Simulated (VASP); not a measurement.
Energy against volume of MgSe (rock salt). Calculation: optB88-vdW, VASP's PBE PAW potentials (set 64) (plane waves; VASP). Settings: 520 eV cut-off, 8×8×8 Γ-centred mesh, Gaussian smearing of 0.050 eV, potentials Mg Se.

```tsv
V (Å³/atom)	E (eV/atom)
19.440	-2.23804
20.060	-2.25053
20.681	-2.25444
21.301	-2.25100
```

**Question.** Fit these four points and predict the energy of the run at 21.922 Å³/atom.

**Answer.** A cubic in V^(−2/3), the third-order Birch-Murnaghan form, passes through the four points with V0 = 20.68 Å³/atom and B0 = 63 GPa, and gives -2.2413 eV/atom there. The run gave -2.2413 eV/atom, -0.0 meV/atom from the fit; all five points give B0 = 63 GPa.

The compound is MgSe in the rock salt structure. It was relaxed first.
